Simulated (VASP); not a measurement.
Calculation: PBEsol GGA, VASP's PBE PAW potentials (set 64) (plane waves; VASP).

Input for VASP

POSCAR:
```
Na(110) slab
1.0
  3.6074894910   0.0000000000   0.0000000000
 -1.2024964970   3.4011734873   0.0000000000
  0.0000000000   0.0000000000  23.5040104391
Na
3
Cartesian
  1.2024964970   1.7005867436   8.8065061353
  0.0000000000   0.0000000000  11.7520052195
  1.2024964970   1.7005867436  14.6975043038
```

### KPOINTS
```
Automatic mesh
0
Gamma
8 8 1
0 0 0
```

INCAR:
```
! general
SYSTEM=Na(110) slab
PREC  =Normal
ENCUT =400   ! plane-wave cut-off (eV)
LREAL =.False.   ! projection in real space or not
LASPH =.True.   ! aspherical one-centre terms

! electronic loop
EDIFF =1E-5
NELM  =100   ! most electronic steps
NELMIN=4
ALGO  =Normal   ! blocked Davidson

! smearing
ISMEAR=1
SIGMA =0.1   ! width (eV)

! functional
GGA   =PS   ! PBEsol

! ions
IBRION=2   ! conjugate gradients
NSW   =50   ! most ionic steps
ISIF  =2
EDIFFG=-0.03   ! ionic stop

! output
LWAVE =.True.
LCHARG=.False.

! other
LDIPOL=.True.
IDIPOL=3
DIPOL =0.5 0.5 0.5
```

POTCAR, in this order: Na_pv (PBE.64 set). Program: vasp_std.

Output

OUTCAR:
```
 ion  position               nearest neighbor table
   1  0.500  0.500  0.375-
   2  0.000  0.000  0.500-
   3  0.500  0.500  0.625-
  LATTYP: Found a base centered orthorhombic cell.
 ALAT       =     4.1655698760
 B/A-ratio  =     1.4142135932
 C/A-ratio  =     5.6424477655
 Subroutine PRICEL returns:
 Original cell was already a primitive cell.
 Subroutine GETGRP returns: Found  8 space group operations
The static configuration has the point symmetry D_2h.
The dynamic configuration has the point symmetry D_2h.
 Subroutine INISYM returns: Found  8 space group operations
 Subroutine IBZKPT returns following result:
 Found     21 irreducible k-points:

 Following reciprocal coordinates:
            Coordinates               Weight
  0.000000  0.000000  0.000000      1.000000
  0.125000  0.000000  0.000000      4.000000
  0.250000  0.000000  0.000000      4.000000
  0.375000  0.000000  0.000000      4.000000
  0.500000  0.000000  0.000000      2.000000
  0.125000  0.125000  0.000000      2.000000
...
```

File OSZICAR:
```
       N       E                     dE             d eps       ncg     rms          rms(c)
DAV:   1     0.107842197926E+03    0.10784E+03   -0.95467E+03   870   0.904E+02
DAV:   2     0.829511999207E+00   -0.10701E+03   -0.10640E+03   600   0.317E+02
DAV:   3    -0.391869778764E+01   -0.47482E+01   -0.47091E+01   696   0.814E+01
DAV:   4    -0.399929432052E+01   -0.80597E-01   -0.80597E-01   690   0.111E+01
DAV:   5    -0.400138775362E+01   -0.20934E-02   -0.20934E-02   702   0.180E+00    0.749E-01
DAV:   6    -0.386411533332E+01    0.13727E+00   -0.33353E-01   600   0.229E+00    0.387E-01
DAV:   7    -0.382758092832E+01    0.36534E-01   -0.15139E-01   662   0.150E+00    0.182E-01
DAV:   8    -0.382297604230E+01    0.46049E-02   -0.20342E-02   648   0.569E-01    0.695E-02
DAV:   9    -0.382369443695E+01   -0.71839E-03   -0.31631E-03   600   0.218E-01    0.347E-02
DAV:  10    -0.382421232717E+01   -0.51789E-03   -0.27351E-03   612   0.154E-01    0.335E-02
DAV:  11    -0.382462703734E+01   -0.41471E-03   -0.87321E-04   612   0.101E-01    0.987E-03
DAV:  12    -0.382473352847E+01   -0.10649E-03   -0.24320E-04   438   0.637E-02    0.772E-03
DAV:  13    -0.382489303322E+01   -0.15950E-03   -0.64641E-05   432   0.329E-02    0.499E-03
DAV:  14    -0.382489259534E+01    0.43787E-06   -0.55233E-06   438   0.102E-02
   1 F= -.38248926E+01 E0= -.38246450E+01  d E =-.382489E+01
       N       E                     dE             d eps       ncg     rms          rms(c)
DAV:   1    -0.382501718716E+01   -0.12415E-03   -0.25172E-02   660   0.117E+00    0.656E-03
DAV:   2    -0.382505721977E+01   -0.40033E-04   -0.38623E-04   636   0.168E-01    0.133E-03
DAV:   3    -0.382506094231E+01   -0.37225E-05   -0.97997E-06   390   0.300E-02    0.126E-03
DAV:   4    -0.382506398989E+01   -0.30476E-05   -0.21473E-06   384   0.162E-02
   2 F= -.38250640E+01 E0= -.38248532E+01  d E =-.171395E-03
       N       E                     dE             d eps       ncg     rms          rms(c)
DAV:   1    -0.382509696025E+01   -0.36018E-04   -0.22598E-01   660   0.350E+00    0.159E-02
DAV:   2    -0.382543022029E+01   -0.33326E-03   -0.34339E-03   588   0.504E-01    0.428E-03
DAV:   3    -0.382544410304E+01   -0.13883E-04   -0.11003E-04   602   0.886E-02    0.550E-03
DAV:   4    -0.382544416325E+01   -0.60214E-07   -0.40973E-06   378   0.192E-02
   3 F= -.38254442E+01 E0= -.38253118E+01  d E =-.551568E-03
```

**OUTCAR**
```
------------------------ aborting loop because EDIFF is reached ----------------------------------------
  FORCE on cell =-STRESS in cart. coord.  units (eV):
  Direction    XX          YY          ZZ          XY          YZ          ZX
  --------------------------------------------------------------------------------------
  Total       -0.0916475     -0.3213716     -0.2874813     -0.3248789      0.0000000      0.0000000
  in kB       -0.5091613     -1.7854274     -1.5971453     -1.8049131      0.0000000      0.0000000
  external PRESSURE =      -1.2972447 kB  Pullay stress =       0.0000000 kB
  volume of cell :      288.39
      direct lattice vectors                 reciprocal lattice vectors
     3.607489491  0.000000000  0.000000000     0.277201085  0.098005390  0.000000000
    -1.202496497  3.401173487  0.000000000     0.000000000  0.294016169  0.000000000
     0.000000000  0.000000000 23.504010439     0.000000000  0.000000000  0.042545931
 POSITION                                       TOTAL-FORCE (eV/Angst)
 -----------------------------------------------------------------------------------
      1.20250      1.70059      8.81369        -0.000000     -0.000000      0.028248
      0.00000      0.00000     11.75201         0.000000      0.000000      0.000000
      1.20250      1.70059     14.69032         0.000000      0.000000     -0.028248
 -----------------------------------------------------------------------------------
    total drift:                                0.000000      0.000000      0.000000
  FREE ENERGIE OF THE ION-ELECTRON SYSTEM (eV)
  ---------------------------------------------------
  free  energy   TOTEN  =        -3.8254441633 eV

  energy  without entropy=       -3.8250471442  energy(sigma->0) =       -3.82531182

 reached required accuracy - stopping structural energy minimisation
```
(Selected blocks of OUTCAR.)

File CONTCAR:
```
Na(110) slab
   1.00000000000000
     3.6074894909999999    0.0000000000000000    0.0000000000000000
    -1.2024964970000001    3.4011734872999999    0.0000000000000000
     0.0000000000000000    0.0000000000000000   23.5040104391000000
  Na
     3
Direct
     0.5000000000000000    0.5000000000000000    0.3749865250542728
     0.0000000000000000    0.0000000000000000    0.5000000000000000
     0.5000000000000000    0.5000000000000000    0.6250134749457271
```

OUTCAR:
```
 val. band max:       -1.6251931231   @ k =   0.5000   0.2500   0.0000

 cond. band min:      -1.5400623578   @ k =   0.2500   0.2500   0.0000


 Fermi energy:        -1.5705833992

 k-point     1 :       0.0000    0.0000    0.0000
  band No.  band energies     occupation
      1     -26.5945      2.00000
      2     -26.5936      2.00000
      3     -26.5646      2.00000
      4     -26.5644      2.00000
      5     -26.5621      2.00000
      6     -26.5620      2.00000
      7     -26.3562      2.00000
      8     -26.3505      2.00000
      9     -26.3426      2.00000
     10      -4.6046      2.00000
     11      -3.7008      2.00000
     12      -2.2771      2.00000
     13      -0.9034     -0.00000
     14       0.5383      0.00000

 k-point     2 :       0.1250    0.0000    0.0000
  band No.  band energies     occupation
      1     -26.5939      2.00000
      2     -26.5932      2.00000
      3     -26.5676      2.00000
      4     -26.5676      2.00000
      5     -26.5631      2.00000
      6     -26.5631      2.00000
      7     -26.3558      2.00000
      8     -26.3528      2.00000
      9     -26.3444      2.00000
     10      -4.3955      2.00000
     11      -3.4941      2.00000
     12      -2.0736      2.00000
     13      -0.7103     -0.00000
     14       0.7383      0.00000

 k-point     3 :       0.2500    0.0000    0.0000
  band No.  band energies     occupation
      1     -26.5925      2.00000
      2     -26.5923      2.00000
      3     -26.5777      2.00000
      4     -26.5776      2.00000
      5     -26.5636      2.00000
      6     -26.5636      2.00000
      7     -26.3614      2.00000
      8     -26.3547      2.00000
      9     -26.3462      2.00000
     10      -3.7734      2.00000
     11      -2.8789      2.00000
     12      -1.4690     -0.05342
     13      -0.1304     -0.00000
     14       1.3087      0.00000

 k-point     4 :       0.3750    0.0000    0.0000
  band No.  band energies     occupation
...
```

The cell is a thin slab with vacuum, built from Na (bcc): (110) face.
